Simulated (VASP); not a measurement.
```yaml
crystal:
  lattice:
    - [4.16582, -2.27500, 0.00000]
    - [4.16582, 2.27500, 0.00000]
    - [2.92342, 0.00000, 3.73943]
  atoms:
    - { symbol: Bi, position: [0.23400, 0.23400, 0.23400] }
    - { symbol: Bi, position: [0.76600, 0.76600, 0.76600] }
```

The base run (VASP): PBE GGA, plane waves, VASP's PBE PAW potentials (set 64). Settings: 400 eV cut-off, 9×9×9 Γ-centred mesh, first-order Methfessel-Paxton smearing of 0.10 eV, potentials Bi_d.

One setting is varied; ΔE counts from the most expensive setting. The base run took about 30 core-seconds. The timings are rough (shared machines, no repeats); factors under 2 mean little.

Pressures at a finite cut-off, here 400 eV, hold a Pulay part, which wasn't tested here.

| setting | cost over the base run | electronic steps | ΔE (meV/atom) | pressure (GPa) |
|---|---|---|---|---|
| KPOINTS 1×1×1 Γ-centred mesh | about 1/10 | 12 | 3311.5 | 26.73 |
| KPOINTS 2×2×2 Γ-centred mesh | about 1/8 | 12 | 850.2 | 7.46 |
| KPOINTS 7×7×7 Γ-centred mesh | within a factor of 2 | 11 | -12.9 | 1.46 |
| base run | reference | 11 | -5.4 | 1.54 |
| KPOINTS 11×11×11 Γ-centred mesh | within a factor of 2 | 11 | -2.4 | 1.57 |
| KPOINTS 12×12×12 Γ-centred mesh | … | 11 | … | … |
| KPOINTS 15×15×15 Γ-centred mesh | about 4 times | 11 | 0.0 | 1.59 |

**Question.** What belongs in the gaps?

**Answer.** 
- KPOINTS 12×12×12 Γ-centred mesh, cost over the base run: about 2 times
- KPOINTS 12×12×12 Γ-centred mesh, ΔE (meV/atom): -1.3
- KPOINTS 12×12×12 Γ-centred mesh, pressure (GPa): 1.58

Left out are runs that failed, have no time on record or changed the cell.

The compound is Bi in the a7 structure. The cell was not relaxed at this level.
